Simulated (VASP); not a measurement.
An input for Quantum ESPRESSO's pw.x (written as the equivalent of a VASP run, and not itself run):

```
&CONTROL
  calculation = 'scf'
  pseudo_dir = './pseudo'
  outdir = './out'
  tprnfor = .true.
  tstress = .true.
/
&SYSTEM
  ibrav = 0
  nat = 2
  ntyp = 2
  ecutwfc = 68
  occupations = 'smearing'
  smearing = 'gaussian'
  degauss = 0.003675
  input_dft = 'pbe'
/
&ELECTRONS
  conv_thr = 7.3e-08
  electron_maxstep = 100
/
ATOMIC_SPECIES
  Ca 40.078 Ca.upf
  S 32.060 S.upf
CELL_PARAMETERS angstrom
     0.0000000    2.8450000    2.8450000
     2.8450000    0.0000000    2.8450000
     2.8450000    2.8450000    0.0000000
ATOMIC_POSITIONS crystal
  Ca   0.0000000  0.0000000  0.0000000
  S    0.5000000  0.5000000  0.5000000
K_POINTS automatic
  7 7 7 0 0 0
```

Problem. Write the VASP files for the same calculation (PBE).

Solution. This is not unique; one that fits is 
**POSCAR**
```
CaS
1
    0.0000000000     2.8450000000     2.8450000000
    2.8450000000     0.0000000000     2.8450000000
    2.8450000000     2.8450000000     0.0000000000
Ca S
1 1
Direct
  0.0000000000   0.0000000000   0.0000000000
  0.5000000000   0.5000000000   0.5000000000
```

INCAR:
```
ISIF = 2   # forces and stress, cell fixed
LWAVE = .FALSE.
ENCUT = 400
LASPH = .TRUE.   # aspherical one-centre terms
SYSTEM = CaS
EDIFF = 1E-6
LCHARG = .FALSE.
PREC = Accurate
SIGMA = 0.05
GGA = PE
LREAL = .FALSE.
NELM = 100   # most electronic steps
ALGO = Normal
NBANDS = 9
ISMEAR = 0   # Gaussian
```

### KPOINTS
```
Automatic mesh
0
Gamma
7 7 7
0 0 0
```

POTCAR, in this order: Ca_sv S (PBE.64 set). Program: vasp_std.

The two are equivalent in intent, not identical: the potentials are each code's own (VASP's PAW set, PseudoDojo norm-conserving files in pw.x), so ENCUT and ecutwfc are chosen apart and not converted; conv_thr bounds pw.x's estimated SCF error, while EDIFF bounds the energy change between steps; the number of bands isn't carried over, since the valence differs with the files.

The compound is CaS in the rock salt structure. The cell was not relaxed at this level. The run is one of a series of settings (NBANDS = 9 against the base run), some of them coarse on purpose.
